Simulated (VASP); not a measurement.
Consider the following.

```
In2AsSb
1.0
    6.30075     0.00000     0.00000
    0.00000     6.30075     0.00000
    0.00000     0.00000     6.31289
In Sb As
4 2 2
Direct
  0.00000   0.00000   0.98348
  0.50000   0.50000   0.98348
  0.50000   0.00000   0.51652
  0.00000   0.50000   0.51652
  0.25000   0.25000   0.25000
  0.75000   0.75000   0.25000
  0.75000   0.25000   0.75000
  0.25000   0.75000   0.75000
```

These are PBEsol GGA, VASP's PBE PAW potentials (set 64) (plane waves; VASP) values and carry that method's errors. Settings: 400 eV cut-off, 6×6×6 Γ-centred mesh, tetrahedra with Blöchl corrections, potentials In_d Sb As.

The cores are frozen, which limits the accuracy of field gradients.

### Question
Give the principal components of the electric field gradient (V/Å²) and the asymmetry η at each nucleus.

### Answer

| atom | Vxx | Vyy | Vzz | η |
|---|---|---|---|---|
| In1 | 8.3 | 2.6 | -10.9 | 0.52 |
| In2 | 8.3 | 2.6 | -10.9 | 0.52 |
| In3 | 8.3 | 2.6 | -10.9 | 0.52 |
| In4 | 8.3 | 2.6 | -10.9 | 0.52 |
| Sb5 | -17.1 | -17.1 | 34.1 | 0.00 |
| Sb6 | -17.1 | -17.1 | 34.1 | 0.00 |
| As7 | 12.2 | 12.2 | -24.3 | 0.00 |
| As8 | 12.2 | 12.2 | -24.3 | 0.00 |

The structure was generated: In4As2Sb2 was put into an ordered model structure (P-4m2), which need not be its known phase. It was relaxed first.
